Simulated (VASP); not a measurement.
Wanted: the native input for a VASP 6.6.1 run.

```
Task                   : single point
Functional             : PBE
Potentials or basis    : VASP PAW PBE potentials, release 64 (Pd)
Cutoff                 : 520 eV
k mesh                 : 12 × 12 × 1
Occupations            : gaussian, width 0.1 eV
Spin                   : no spin polarisation
Dipole correction      : yes
Further INCAR settings : ALGO = Fast; EDIFF = 1e-07; NBANDS = 22
```

The structure of Pd lies in POSCAR:

```
Pd
1.0
    2.7876806225      0.0000000000      0.0000000000
    0.0000000000      2.7876806225      0.0000000000
    0.0000000000      0.0000000000     18.9423757439
Pd
3
Direct
    0.5000000000      0.5000000000      0.3977118032
    0.0000000000      0.0000000000      0.5000000057
    0.5000000000      0.5000000000      0.6022881911
```

The cell isn't the ideal one: (1 0 0) slab, atoms relaxed.

One way to write it, as run:

INCAR

```
SYSTEM = Pd
PREC = Accurate
ENCUT = 520
EDIFF = 1E-7
ISMEAR = 0
SIGMA = 0.1
LREAL = .False.
LASPH = .True.
NELM = 60
ALGO = Fast
ISIF = 2
LWAVE = .False.
LCHARG = .False.
LDIPOL = .True.
IDIPOL = 3
DIPOL = 0.5 0.5 0.500
GGA = PE
NBANDS = 22
```

KPOINTS

```
regular mesh
0
Gamma
  12 12 1
  0 0 0
```

Potentials or basis: VASP PAW PBE potentials, release 64 (Pd).

Run with:

```bash
$ cat potpaw_PBE.64/Pd/POTCAR > POTCAR
$ mpirun -np 1 vasp_std > vasp.out
```

It gave:

* Largest force: 0.007 eV/Å
* Band gap on the k mesh: none (metal or under the smearing width)

Wall time 110 s on 1 thread of Intel(R) Xeon(R) Platinum 8375C CPU @ 2.90GHz (Ice Lake), on a shared host, peak memory 0.3 GiB.
